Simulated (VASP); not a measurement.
BiS:

```
Bi S
1.0
     2.10927    1.21779    3.50049
    -2.10927    1.21779    3.50049
     0.00000   -2.43558    3.50049
Bi S
1 1
Direct
  0.00000 0.00000 0.00000
  0.50000 0.50000 0.50000
```

The cell was built by a generator and needn't be a form met in nature.

| Quantity | Value |
| --- | --- |
| Program | VASP 6.6.1 |
| Task | relaxation of cell and atoms |
| Functional | PBE |
| Potentials or basis | VASP PAW PBE potentials, release 54 (Bi_d, S) |
| Cutoff | 900 eV |
| k mesh | 8 × 8 × 8 |
| Occupations | fermi-dirac, width 0.05 eV |
| Spin | no spin polarisation |

At the start: pressure -1.3 GPa; volume 26.97 Å³/atom.

Problem. Where does the relaxation end?

Solution. Over 16 steps the energy falls by 57.2 meV/atom and the volume is 25.24 Å³/atom (-6.4 %); space group R-3m (No. 166, to 0.05 Å).

The path:
| step | energy change (eV) | largest force (eV/Å) | pressure (GPa) | volume (Å³) |
| --- | --- | --- | --- | --- |
| 1 | 0.0000 | 0.0000 | -1.34 | 53.95 |
| 2 | -0.0049 | 0.0000 | 0.61 | 52.21 |
| 3 | -0.0056 | 0.0000 | 0.05 | 52.67 |
| 4 | -0.0067 | 0.0000 | 0.06 | 52.64 |
| 5 | -0.0112 | 0.0000 | 0.09 | 52.54 |
| 6 | -0.0259 | 0.0000 | 0.09 | 52.31 |
| 7 | -0.0740 | 0.0000 | -0.06 | 51.73 |
| 8 | -0.1039 | 0.0000 | -0.24 | 50.12 |
| 9 | -0.1130 | 0.0000 | -0.18 | 50.88 |
| 10 | -0.1141 | 0.0000 | -0.29 | 50.73 |
| 11 | -0.1142 | 0.0000 | -0.27 | 50.68 |
| 12 | -0.0893 | 0.0000 | 3.05 | 48.00 |
| 13 | -0.1143 | 0.0000 | -0.06 | 50.50 |
| 14 | -0.1143 | 0.0000 | -0.06 | 50.51 |
| 15 | -0.1136 | 0.0000 | 0.32 | 50.36 |
| 16 | -0.1143 | 0.0000 | 0.02 | 50.48 |

Final structure:
```cif
data_structure
_symmetry_space_group_name_H-M 'P 1'
_symmetry_Int_Tables_number 1
_cell_length_a 4.5466
_cell_length_b 4.5466
_cell_length_c 4.5466
_cell_angle_alpha 49.826
_cell_angle_beta 49.826
_cell_angle_gamma 49.826
_cell_volume 50.48
loop_
_atom_site_label
_atom_site_type_symbol
_atom_site_fract_x
_atom_site_fract_y
_atom_site_fract_z
_atom_site_occupancy
Bi1 Bi 0.00000 0.00000 0.00000 1
S1 S 0.50000 0.50000 0.50000 1
```
